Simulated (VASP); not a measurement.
Level of theory: LDA (Ceperley-Alder, Perdew-Zunger), VASP's LDA PAW potentials (set 64) (plane waves; VASP).

The input files of a VASP run:

### INCAR
```
! general
SYSTEM   =  Ag
PREC     =  Accurate
ENCUT    =  400
LREAL    =  .FALSE.
LASPH    =  .TRUE.   ! aspherical one-centre terms

! electronic loop
EDIFF    =  1E-8
NELM     =  100
ALGO     =  Normal
LMAXMIX  =  4   ! l cut-off of mixed one-centre charges

! smearing
ISMEAR   =  1   ! Methfessel-Paxton
SIGMA    =  0.1   ! width (eV)

! ions
IBRION   =  1   ! quasi-Newton
NSW      =  30
ISIF     =  2   ! forces and stress, cell fixed
EDIFFG   =  -0.001

! output
LWAVE    =  .FALSE.
LCHARG   =  .FALSE.
```

**KPOINTS**
```
Automatic
0
G
 14 14 14
```

### POSCAR
```
Ag
1
   -1.5897886906     1.5897886906     1.5897886906
    1.5897886906    -1.5897886906     1.5897886906
    1.5897886906     1.5897886906    -1.5897886906
Ag
1
Direct
  0.0000000000   0.0000000000   0.0000000000
```

POTCAR, in this order: Ag (LDA.64 set). Program: vasp_std.

Output

**OUTCAR**
```
 ion  position               nearest neighbor table
   1  0.000  0.000  0.000-
  LATTYP: Found a body centered cubic cell.
 ALAT       =     3.1795773812
 Subroutine PRICEL returns:
 Original cell was already a primitive cell.
 Subroutine GETGRP returns: Found 48 space group operations
The static configuration has the point symmetry O_h .
The dynamic configuration has the point symmetry O_h .
 Subroutine INISYM returns: Found 48 space group operations
 Subroutine IBZKPT returns following result:
 Found    104 irreducible k-points:

 Following reciprocal coordinates:
            Coordinates               Weight
  0.000000  0.000000  0.000000      1.000000
  0.071429  0.000000  0.000000     12.000000
  0.142857  0.000000  0.000000     12.000000
  0.214286  0.000000  0.000000     12.000000
  0.285714  0.000000  0.000000     12.000000
  0.357143  0.000000  0.000000     12.000000
  0.428571  0.000000  0.000000     12.000000
  0.500000  0.000000  0.000000      6.000000
  0.071429  0.071429  0.000000     24.000000
  0.142857  0.071429  0.000000     48.000000
  0.214286  0.071429  0.000000     48.000000
  0.285714  0.071429  0.000000     48.000000
  0.357143  0.071429 -0.000000     48.000000
  0.428571  0.071429 -0.000000     48.000000
  0.142857  0.142857  0.000000     24.000000
  0.214286  0.142857  0.000000     48.000000
  0.285714  0.142857 -0.000000     48.000000
  0.357143  0.142857 -0.000000     48.000000
  0.428571  0.142857  0.000000     24.000000
  0.214286  0.214286  0.000000     24.000000
  0.285714  0.214286 -0.000000     48.000000
  0.357143  0.214286  0.000000     48.000000
  0.285714  0.285714  0.000000     24.000000
  0.357143  0.285714  0.000000     24.000000
  0.071429  0.071429  0.071429      8.000000
  0.142857  0.071429  0.071429     24.000000
  0.214286  0.071429  0.071429     24.000000
  0.285714  0.071429  0.071429     24.000000
  0.357143  0.071429  0.071429     24.000000
  0.428571  0.071429  0.071429     12.000000
 -0.071429  0.071429  0.071429      6.000000
  0.142857  0.142857  0.071429     24.000000
  0.214286  0.142857  0.071429     48.000000
  0.285714  0.142857  0.071429     48.000000
  0.357143  0.142857  0.071429     48.000000
 -0.142857  0.142857  0.071429     24.000000
  0.214286  0.214286  0.071429     24.000000
  0.285714  0.214286  0.071429     48.000000
  0.357143  0.214286  0.071429     24.000000
 -0.214286  0.214286  0.071429     24.000000
   k-points           NKPTS =    104   k-points in BZ     NKDIM =    104   number of bands    NBANDS=      9
   number of dos      NEDOS =    301   number of ions     NIONS =      1
   total plane-waves  NPLWV =   5832
   dimension x,y,z NGX =    18 NGY =   18 NGZ =   18
   dimension x,y,z NGXF=    36 NGYF=   36 NGZF=   36
   ions per type =               1
   PREC   = accura    normal or accurate (medium, high low for compatibility)
   ISTART =      0    job   : 0-new  1-cont  2-samecut
   ICHARG =      2    charge: 1-file 2-atom 10-const
   ISPIN  =      1    spin polarized calculation?
   LNONCOLLINEAR =      F non collinear calculations
   LSORBIT =      F    spin-orbit coupling
   INIWAV =      1    electr: 0-lowe 1-rand  2-diag
   ENCUT  =  400.0 eV  29.40 Ry    5.42 a.u.   4.49  4.49  4.49*2*pi/ulx,y,z
   NELM   =    100;   NELMIN=  2; NELMDL= -5     # of ELM steps
   EDIFF  = 0.1E-07   stopping-criterion for ELM
   LREAL  =      F    real-space projection
   NLSPLINE    = F    spline interpolate recip. space projectors
   LMAXMIX     =    4 max onsite mixed and CHGCAR
   VOSKOWN=      0    Vosko Wilk Nusair interpolation
...
```

OSZICAR:
```
       N       E                     dE             d eps       ncg     rms          rms(c)
DAV:   1     0.333802901391E+02    0.33380E+02   -0.48317E+03  2056   0.876E+02
DAV:   2    -0.379955412500E+01   -0.37180E+02   -0.35526E+02  1954   0.180E+02
DAV:   3    -0.406548135065E+01   -0.26593E+00   -0.26579E+00  2114   0.187E+01
DAV:   4    -0.406602565087E+01   -0.54430E-03   -0.54429E-03  2004   0.800E-01
DAV:   5    -0.406602940060E+01   -0.37497E-05   -0.37499E-05  1975   0.644E-02    0.636E+00
DAV:   6    -0.374886232973E+01    0.31717E+00   -0.15180E+00  1891   0.132E+01    0.395E+00
DAV:   7    -0.373581645762E+01    0.13046E-01   -0.98888E-03  2004   0.101E+00    0.217E+00
DAV:   8    -0.373057509026E+01    0.52414E-02   -0.94969E-04  1949   0.318E-01    0.653E-02
DAV:   9    -0.373058641262E+01   -0.11322E-04   -0.75706E-06  2102   0.232E-02    0.941E-03
DAV:  10    -0.373058722005E+01   -0.80743E-06   -0.17920E-06  2013   0.136E-02    0.316E-03
DAV:  11    -0.373058720326E+01    0.16787E-07   -0.30928E-08  1768   0.161E-03    0.491E-04
DAV:  12    -0.373058720320E+01    0.60254E-10   -0.10815E-09  1005   0.392E-04
   1 F= -.37305872E+01 E0= -.37302368E+01  d E =-.373059E+01
```

OUTCAR:
```
------------------------ aborting loop because EDIFF is reached ----------------------------------------
  FORCE on cell =-STRESS in cart. coord.  units (eV):
  Direction    XX          YY          ZZ          XY          YZ          ZX
  --------------------------------------------------------------------------------------
  Total       -0.0018511     -0.0018511     -0.0018511      0.0000000      0.0000000      0.0000000
  in kB       -0.1845243     -0.1845243     -0.1845243      0.0000000      0.0000000      0.0000000
  external PRESSURE =      -0.1845243 kB  Pullay stress =       0.0000000 kB
  volume of cell :       16.07
      direct lattice vectors                 reciprocal lattice vectors
    -1.589788691  1.589788691  1.589788691     0.000000000  0.314507206  0.314507206
     1.589788691 -1.589788691  1.589788691     0.314507206  0.000000000  0.314507206
     1.589788691  1.589788691 -1.589788691     0.314507206  0.314507206  0.000000000
 POSITION                                       TOTAL-FORCE (eV/Angst)
 -----------------------------------------------------------------------------------
      0.00000      0.00000      0.00000         0.000000      0.000000     -0.000000
 -----------------------------------------------------------------------------------
    total drift:                                0.000000      0.000000      0.000000
  FREE ENERGIE OF THE ION-ELECTRON SYSTEM (eV)
  ---------------------------------------------------
  free  energy   TOTEN  =        -3.7305872032 eV

  energy  without entropy=       -3.7295359962  energy(sigma->0) =       -3.73023680

 reached required accuracy - stopping structural energy minimisation
```
(Selected blocks of OUTCAR.)

The structure comes from a computed database's Ag entry (Im-3m); how it stands against other phases isn't given here. It was relaxed first, which changed the volume by -11 %. The start is the result of an earlier pass.
